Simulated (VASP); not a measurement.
OSZICAR of a VASP run on HfC (rock salt):

**OSZICAR**
```
       N       E                     dE             d eps       ncg     rms          rms(c)
DAV:   1     0.241925629026E+02    0.24193E+02   -0.79521E+03  2288   0.123E+03
DAV:   2    -0.242956370961E+02   -0.48488E+02   -0.45989E+02  3087   0.221E+02
DAV:   3    -0.259750071111E+02   -0.16794E+01   -0.16462E+01  2905   0.314E+01
DAV:   4    -0.259897896337E+02   -0.14783E-01   -0.14765E-01  2749   0.313E+00
DAV:   5    -0.259899621811E+02   -0.17255E-03   -0.17247E-03  2962   0.276E-01    0.669E+01
DAV:   6    -0.229782606120E+02    0.30117E+01   -0.19750E+01  2501   0.233E+01    0.465E+01
DAV:   7    -0.228952500716E+02    0.83011E-01   -0.64585E-01  2601   0.602E+00    0.253E+01
DAV:   8    -0.228800511044E+02    0.15199E-01   -0.39100E-02  2507   0.190E+00    0.475E+00
DAV:   9    -0.228763885341E+02    0.36626E-02   -0.19907E-02  2585   0.818E-01    0.191E+00
DAV:  10    -0.228760990834E+02    0.28945E-03   -0.90007E-04  2718   0.248E-01    0.328E-01
DAV:  11    -0.228760891046E+02    0.99787E-05   -0.10622E-04  2624   0.795E-02    0.107E-02
DAV:  12    -0.228760884654E+02    0.63925E-06   -0.24387E-06  2604   0.157E-02    0.378E-02
DAV:  13    -0.228760884547E+02    0.10737E-07   -0.13973E-07  1959   0.373E-03
   1 F= -.22876088E+02 E0= -.22876032E+02  d E =-.169134E-03
```

### Question
Which electronic solver shows in the log?

### Answer
It is blocked Davidson (ALGO = Normal, or the opening steps of other solvers). The INCAR had ALGO = Normal.

### Question
Can the final energy be trusted as converged?

### Answer
Self-consistency was reached. It stopped with EDIFF = 1E-7, NELM = 100 (LDA (Ceperley-Alder, Perdew-Zunger), plane waves, VASP's LDA PAW potentials (set 64)).

The compound is HfC in the rock salt structure. This cell is one point of a volume scan, at 0.97 of the reference volume.
